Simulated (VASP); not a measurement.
An input for Ansatz (written as the equivalent of a VASP run, and not itself run):

Ansatz 0.2 input:
```yaml
crystal:
  lattice:
    - [-2.9150000, 2.9150000, 1.5900000]
    - [2.9150000, -2.9150000, 1.5900000]
    - [2.9150000, 2.9150000, -1.5900000]
  atoms:
    - { symbol: Sn, position: [0.2500000, 0.7500000, 0.5000000] }
    - { symbol: Sn, position: [0.0000000, 0.0000000, 0.0000000] }
kpoints:
  mp_grid: { grid: [12, 12, 12] }
hamiltonian:
  xc: pbe
  pseudopotentials: { kind: paw }
scf:
  occupations: { method: methfessel_paxton, width: 0.1 }
  max_iter: 100
output: { forces: true, stress: true, eigenvalues: true }
```

Task: Translate this input to VASP (INCAR, KPOINTS, POSCAR, choice of POTCAR).

Result: Several could match; the one computed here: 
**INCAR**
```
SYSTEM = Sn
PREC = Accurate
ENCUT = 400
EDIFF = 1E-6
NELM = 100
ALGO = Normal
LREAL = .FALSE.
LASPH = .TRUE.
ISMEAR = 1
SIGMA = 0.1
GGA = PE
LMAXMIX = 4
LWAVE = .FALSE.
LCHARG = .FALSE.
ISIF = 2
```

### KPOINTS
```
Automatic mesh
0
Gamma
12 12 12
0 0 0
```

File POSCAR:
```
Sn
4.4184330
 -0.6597361553   0.6597361553   0.3598560847
  0.6597361553  -0.6597361553   0.3598560847
  0.6597361553   0.6597361553  -0.3598560847
Sn
2
Cartesian
  0.6597361553   0.0000000000   0.1799280424
  0.0000000000   0.0000000000   0.0000000000
```

POTCAR, in this order: Sn_d (PBE.64 set). Program: vasp_std.

Limits of the translation: each code has its own PAW files, so the cut-off isn't converted (ENCUT is set for VASP's; basis.ecutwfc is left out, and Ansatz then takes the one that its files recommend); Ansatz stops its SCF on the density residual and VASP on the energy change (EDIFF).

The compound is Sn in the beta structure. The cell was not relaxed at this level.
